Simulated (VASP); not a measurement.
Level of theory: PBE GGA with D3 dispersion (zero damping), VASP's PBE PAW potentials (set 64) (plane waves; VASP 6.6.1).

VASP ran on this input.

POSCAR:
```
C
1
    0.0000000000     1.7463192112     1.7463192112
    1.7463192112     0.0000000000     1.7463192112
    1.7463192112     1.7463192112     0.0000000000
C
2
Direct
  0.0000000000   0.0000000000   0.0000000000
  0.2500000000   0.2500000000   0.2500000000
```

**KPOINTS**
```
Automatic mesh
0
Gamma
13 13 13
0 0 0
```

### INCAR
```
SYSTEM = C
PREC = Accurate; ENCUT = 520; LREAL = F
LASPH = T
EDIFF = 1E-7; NELM = 100; ALGO = Normal
ISMEAR = 0; SIGMA = 0.05
GGA = PE; IVDW = 11
ISIF = 2
LWAVE = F; LCHARG = F
```

POTCAR, in this order: C (PBE.64 set). Program: vasp_std.

Estimate the energy per atom (σ→0), dispersion energy, pressure.

The energy per atom (σ→0) comes out as -9.170 eV/atom. The dispersion energy comes out as -0.230 eV. The pressure is 303.1 kbar.

**OSZICAR**
```
...
DAV:   6    -0.183011598978E+02    0.57578E+00   -0.43829E-01  1384   0.538E+00    0.363E+00
DAV:   7    -0.181077351152E+02    0.19342E+00   -0.47721E-01  1568   0.572E+00    0.871E-01
DAV:   8    -0.181090919241E+02   -0.13568E-02   -0.18210E-03  1384   0.505E-01    0.504E-02
DAV:   9    -0.181091004500E+02   -0.85259E-05   -0.13527E-04  1944   0.104E-01    0.278E-02
DAV:  10    -0.181091125802E+02   -0.12130E-04   -0.12232E-05  1392   0.418E-02    0.707E-03
DAV:  11    -0.181091124201E+02    0.16017E-06   -0.34309E-08  1784   0.216E-03    0.131E-03
DAV:  12    -0.181091124105E+02    0.95882E-08   -0.94210E-09   672   0.128E-03
   1 F= -.18339540E+02 E0= -.18339540E+02  d E =-.510269E-20
```

The compound is C in the diamond structure. This cell is one point of a volume scan, at 0.94 of the reference volume.
